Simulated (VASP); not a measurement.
OSZICAR of a VASP run on Zr:

File OSZICAR:
```
       N       E                     dE             d eps       ncg     rms          rms(c)
DAV:   1     0.998742595154E+03    0.99874E+03   -0.62173E+04  5184   0.101E+03
DAV:   2     0.258984721936E+02   -0.97284E+03   -0.94782E+03  4262   0.349E+02
DAV:   3    -0.859670804860E+02   -0.11187E+03   -0.10896E+03  6072   0.707E+01
DAV:   4    -0.104324290512E+03   -0.18357E+02   -0.18146E+02  6408   0.295E+01
DAV:   5    -0.106794524475E+03   -0.24702E+01   -0.24616E+01  5840   0.851E+00    0.340E+01
DAV:   6    -0.111560301992E+03   -0.47658E+01   -0.16558E+02  5180   0.289E+01    0.208E+01
DAV:   7    -0.107568203508E+03    0.39921E+01   -0.25993E+02  5050   0.275E+01    0.162E+01
DAV:   8    -0.132570571440E+03   -0.25002E+02   -0.20516E+02  5374   0.288E+01    0.221E+01
DAV:   9    -0.959561613814E+02    0.36614E+02   -0.62367E+01  5352   0.146E+01    0.820E+00
DAV:  10    -0.952085252558E+02    0.74764E+00   -0.16033E+01  5432   0.635E+00    0.573E+00
DAV:  11    -0.951872358080E+02    0.21289E-01   -0.15712E+00  5296   0.234E+00    0.525E+00
DAV:  12    -0.951940548672E+02   -0.68191E-02   -0.13154E-01  5560   0.728E-01    0.511E+00
DAV:  13    -0.950800027965E+02    0.11405E+00   -0.20363E-01  5168   0.171E+00    0.398E+00
DAV:  14    -0.948158193179E+02    0.26418E+00   -0.83614E-01  5016   0.317E+00    0.250E+00
DAV:  15    -0.946812907817E+02    0.13453E+00   -0.70352E-01  5192   0.227E+00    0.209E+00
DAV:  16    -0.946698156059E+02    0.11475E-01   -0.84411E-02  5064   0.742E-01    0.158E+00
DAV:  17    -0.946694810045E+02    0.33460E-03   -0.22068E-02  5440   0.453E-01    0.126E+00
DAV:  18    -0.946654583510E+02    0.40227E-02   -0.56279E-02  5280   0.648E-01    0.524E-01
DAV:  19    -0.946657275164E+02   -0.26917E-03   -0.19146E-02  5256   0.438E-01    0.261E-01
DAV:  20    -0.946661533586E+02   -0.42584E-03   -0.49305E-03  5488   0.206E-01    0.108E-01
DAV:  21    -0.946663654833E+02   -0.21212E-03   -0.12265E-03  5264   0.118E-01    0.907E-02
DAV:  22    -0.946663752419E+02   -0.97585E-05   -0.77642E-04  5328   0.889E-02    0.598E-02
DAV:  23    -0.946663437610E+02    0.31481E-04   -0.59435E-04  5136   0.722E-02    0.455E-02
DAV:  24    -0.946663421377E+02    0.16233E-05   -0.11673E-04  5080   0.360E-02    0.441E-02
DAV:  25    -0.946663559901E+02   -0.13852E-04   -0.81379E-05  4920   0.308E-02    0.192E-02
DAV:  26    -0.946663687016E+02   -0.12712E-04   -0.68744E-05  4536   0.247E-02    0.119E-02
DAV:  27    -0.946663607154E+02    0.79862E-05   -0.35810E-05  3984   0.201E-02    0.921E-03
DAV:  28    -0.946664227227E+02   -0.62007E-04   -0.19936E-05  3848   0.140E-02    0.946E-03
DAV:  29    -0.946665041500E+02   -0.81427E-04   -0.10122E-05  3600   0.908E-03    0.587E-03
DAV:  30    -0.946665813145E+02   -0.77165E-04   -0.91313E-06  3368   0.850E-03    0.324E-03
DAV:  31    -0.946666125172E+02   -0.31203E-04   -0.30291E-06  2984   0.503E-03    0.250E-03
DAV:  32    -0.946666311614E+02   -0.18644E-04   -0.88879E-07  2736   0.275E-03    0.223E-03
DAV:  33    -0.946666424891E+02   -0.11328E-04   -0.12878E-06  2712   0.318E-03    0.198E-03
DAV:  34    -0.946666444512E+02   -0.19621E-05   -0.35592E-07  2464   0.155E-03    0.111E-03
DAV:  35    -0.946666452548E+02   -0.80357E-06   -0.15213E-07  2400   0.760E-04
   1 F= -.94666645E+02 E0= -.94327242E+02  d E =-.678807E+00
```

Q: Which electronic solver shows in the log?

A: It is blocked Davidson (ALGO = Normal, or the opening steps of other solvers). The INCAR had ALGO = Normal.

Q: Can the final energy be trusted as converged?

A: The run converged. It stopped with EDIFF = 1E-6, NELM = 100 (PBE GGA, plane waves, VASP's PBE PAW potentials (set 64)).  The cell holds a wide vacuum, so values per volume refer to the whole cell.

The cell is a sheet with vacuum, built from a generated structure.
